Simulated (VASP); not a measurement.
Method: PBEsol GGA, VASP's PBE PAW potentials (set 64) (plane waves; VASP).

A VASP calculation is set up with these files.

**KPOINTS**
```
k-points along high-symmetry lines
10
Line-mode
Reciprocal
  0.000000   0.000000   0.000000 ! GAMMA
  0.500000   0.000000   0.000000 ! M

  0.500000   0.000000   0.000000 ! M
  0.333333   0.333333   0.000000 ! K

  0.333333   0.333333   0.000000 ! K
  0.000000   0.000000   0.000000 ! GAMMA

  0.000000   0.000000   0.000000 ! GAMMA
  0.000000   0.000000   0.500000 ! A

  0.000000   0.000000   0.500000 ! A
  0.500000   0.000000   0.500000 ! L

  0.500000   0.000000   0.500000 ! L
  0.333333   0.333333   0.500000 ! H

  0.333333   0.333333   0.500000 ! H
  0.000000   0.000000   0.500000 ! A

  0.500000   0.000000   0.500000 ! L
  0.500000   0.000000   0.000000 ! M

  0.333333   0.333333   0.500000 ! H
  0.333333   0.333333   0.000000 ! K
```

INCAR:
```
SYSTEM = MgI2
PREC = Accurate
ENCUT = 400
EDIFF = 1E-7
NELM = 100
ALGO = Normal
LREAL = .FALSE.
LASPH = .TRUE.
ISMEAR = 0
SIGMA = 0.05
GGA = PS
LMAXMIX = 4
LWAVE = .FALSE.
LCHARG = .FALSE.
LORBIT = 11
ICHARG = 11
```

POSCAR:
```
MgI2
1
    2.0642392570    -3.5753668530     0.0000000000
    2.0642392570     3.5753668530    -0.0000000000
   -0.0000000000    -0.0000000000     7.0166045009
Mg I
1 2
Direct
  0.0000000000   0.0000000000   0.0000000000
  0.3333330000   0.6666670000   0.2378265045
  0.6666670000   0.3333330000   0.7621734955
```

POTCAR, in this order: Mg I (PBE.64 set). Program: vasp_std. Read from the step before: CHGCAR.

What VASP printed:

File OUTCAR:
```
 ion  position               nearest neighbor table
   1  0.000  0.000  0.000-   2 2.91   3 2.91   3 2.91   2 2.91   3 2.91   2 2.91
   2  0.333  0.667  0.238-   1 2.91   1 2.91   1 2.91
   3  0.667  0.333  0.762-   1 2.91   1 2.91   1 2.91
  LATTYP: Found a hexagonal cell.
 ALAT       =     4.1284781510
 C/A-ratio  =     1.6995619800
 Subroutine PRICEL returns:
 Original cell was already a primitive cell.
 Subroutine GETGRP returns: Found 12 space group operations
The static configuration has the point symmetry D_3d.
The dynamic configuration has the point symmetry D_3d.
 Subroutine INISYM returns: Found 12 space group operations
   k-points           NKPTS =     90   k-points in BZ     NKDIM =     90   number of bands    NBANDS=     12
   number of dos      NEDOS =    301   number of ions     NIONS =      3
   total plane-waves  NPLWV =  37632
   dimension x,y,z NGX =    28 NGY =   28 NGZ =   48
   dimension x,y,z NGXF=    56 NGYF=   56 NGZF=   96
   ions per type =               1   2
   PREC   = accura    normal or accurate (medium, high low for compatibility)
   ISTART =      0    job   : 0-new  1-cont  2-samecut
   ICHARG =     11    charge: 1-file 2-atom 10-const
   ISPIN  =      1    spin polarized calculation?
   LNONCOLLINEAR =      F non collinear calculations
   LSORBIT =      F    spin-orbit coupling
   INIWAV =      1    electr: 0-lowe 1-rand  2-diag
   ENCUT  =  400.0 eV  29.40 Ry    5.42 a.u.   6.73  6.73 11.44*2*pi/ulx,y,z
   NELM   =    100;   NELMIN=  2; NELMDL= -5     # of ELM steps
   EDIFF  = 0.1E-06   stopping-criterion for ELM
   LREAL  =      F    real-space projection
   NLSPLINE    = F    spline interpolate recip. space projectors
   LMAXMIX     =    4 max onsite mixed and CHGCAR
   VOSKOWN=      0    Vosko Wilk Nusair interpolation
   EDIFFG = 0.1E-05   stopping-criterion for IOM
   NSW    =      0    number of steps for IOM
   NBLOCK =      1;   KBLOCK =      1    inner block; outer block
   IBRION =     -1    ionic relax: 0-MD 1-quasi-New 2-CG
   NFREE  =      0    steps in history (QN), initial steepest desc. (CG)
   ISIF   =      2    stress and relaxation
   ISYM   =      2    0-nonsym 1-usesym 2-fastsym
...
```

OSZICAR:
```
       N       E                     dE             d eps       ncg     rms          rms(c)
DAV:   1     0.692279206266E+02    0.69228E+02   -0.50600E+03  2160   0.838E+02
DAV:   2    -0.233818952135E+01   -0.71566E+02   -0.65985E+02  3172   0.140E+02
DAV:   3    -0.766641741395E+01   -0.53282E+01   -0.52992E+01  2696   0.442E+01
DAV:   4    -0.776889498883E+01   -0.10248E+00   -0.10245E+00  2880   0.770E+00
DAV:   5    -0.777054783461E+01   -0.16528E-02   -0.16528E-02  2708   0.956E-01
DAV:   6    -0.777061930900E+01   -0.71474E-04   -0.71474E-04  3116   0.165E-01
DAV:   7    -0.777062084270E+01   -0.15337E-05   -0.15337E-05  2728   0.182E-02
DAV:   8    -0.777062092968E+01   -0.86984E-07   -0.86965E-07  2184   0.347E-03
   1 F= -.77706209E+01 E0= -.77706209E+01  d E =-.425821E-12
```

**OUTCAR**
```
 val. band max:        2.0792928269   @ k =   0.0000   0.0000   0.0000

 cond. band min:       5.5996007967   @ k =   0.5000   0.0000   0.3333



 k-point     1 :       0.0000    0.0000    0.0000
  band No.  band energies     occupation
      1     -10.0007      2.00000
      2      -9.3182      2.00000
      3      -1.4338      2.00000
      4       1.7157      2.00000
      5       1.7157      2.00000
      6       2.0180      2.00000
      7       2.0793      2.00000
      8       2.0793      2.00000
      9       5.7732      0.00000
     10       6.8299      0.00000
     11       8.8100      0.00000
     12       8.8100      0.00000

 k-point     2 :       0.0556    0.0000    0.0000
  band No.  band energies     occupation
      1      -9.9839      2.00000
      2      -9.3087      2.00000
      3      -1.4111      2.00000
      4       1.5664      2.00000
      5       1.6697      2.00000
      6       1.9436      2.00000
      7       2.0142      2.00000
      8       2.0769      2.00000
      9       5.9299      0.00000
     10       6.9762      0.00000
     11       8.5769      0.00000
     12       8.8665      0.00000

 k-point     3 :       0.1111    0.0000    0.0000
  band No.  band energies     occupation
      1      -9.9343      2.00000
      2      -9.2812      2.00000
      3      -1.3451      2.00000
      4       1.1811      2.00000
      5       1.5526      2.00000
      6       1.6084      2.00000
      7       1.9929      2.00000
      8       2.0577      2.00000
      9       6.3030      0.00000
     10       7.3173      0.00000
     11       8.2393      0.00000
     12       9.0177      0.00000

 k-point     4 :       0.1667    0.0000    0.0000
  band No.  band energies     occupation
      1      -9.8554      2.00000
      2      -9.2394      2.00000
      3      -1.2429      2.00000
      4       0.6785      2.00000
      5       1.1868      2.00000
      6       1.3988      2.00000
      7       1.9475      2.00000
...
```

The density is held fixed in this step, so its total energy and stress have no physical meaning. Without a dispersion term in the relaxation, distances and binding between the weakly bound layers, chains or molecules are unreliable, and so is what depends on them. Unless said otherwise, spin-orbit coupling is left out, though it shifts the bands of the heavy elements here.

The compound is MgI2 in the 1T layered structure. It was relaxed first.
